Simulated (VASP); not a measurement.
A cell of Au (fcc) near equilibrium:

```yaml
crystal:
  lattice:
    - [0.00000, 2.06268, 2.06268]
    - [2.06268, 0.00000, 2.06268]
    - [2.06268, 2.06268, 0.00000]
  atoms:
    - { symbol: Au, position: [0.00000, 0.00000, 0.00000] }
```

Calculation: r2SCAN meta-GGA, VASP's PBE PAW potentials (set 64) (plane waves; VASP).

| run | ΔE (meV/atom) | σxx | σyy | σzz | largest shear component, with its sign (GPa) | largest force (eV/Å) |
|---|---|---|---|---|---|---|
| as it is | 0.0 | 0.07 | 0.07 | 0.07 | 0.00 | 0.000 |
| after one change | 2.1 | 2.46 | 2.46 | 2.46 | 0.00 | 0.000 |
Stress is in GPa, positive when the cell is compressed.

Question: Which change was made?
A. biaxial strain of -4.0 % in the xy plane
B. isotropic strain of -3.0 %
C. uniaxial strain of -3.0 % along x
D. isotropic strain of -0.5 %

Answer: D, isotropic strain of -0.5 %

The compound is Au in the fcc structure.
